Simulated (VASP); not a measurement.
Consider the following.

```
ZnSe
1.0
    0.00000     2.78875     2.78875
    2.78875     0.00000     2.78875
    2.78875     2.78875     0.00000
Zn Se
1 1
Direct
  0.00000   0.00000   0.00000
  0.25000   0.25000   0.25000
```

These are LDA (Ceperley-Alder, Perdew-Zunger), VASP's LDA PAW potentials (set 64) (plane waves; VASP) values and carry that method's errors. Run with 520 eV cut-off, 8×8×8 Γ-centred mesh, Gaussian smearing of 0.050 eV, potentials Zn Se.

Problem. Predict the energy per atom (σ→0), band gap (on the k-mesh) with the smallest direct gap where there is one.

Solution. 
```json
{
  "band gap (on the k-mesh)": "1.27 eV",
  "smallest direct gap (on the k-mesh)": "1.27 eV",
  "energy per atom (σ→0)": "-3.686 eV/atom"
}
```

Only differences to runs with the same potentials and settings are physical.

The compound is ZnSe in the zinc blende structure. It was relaxed first.
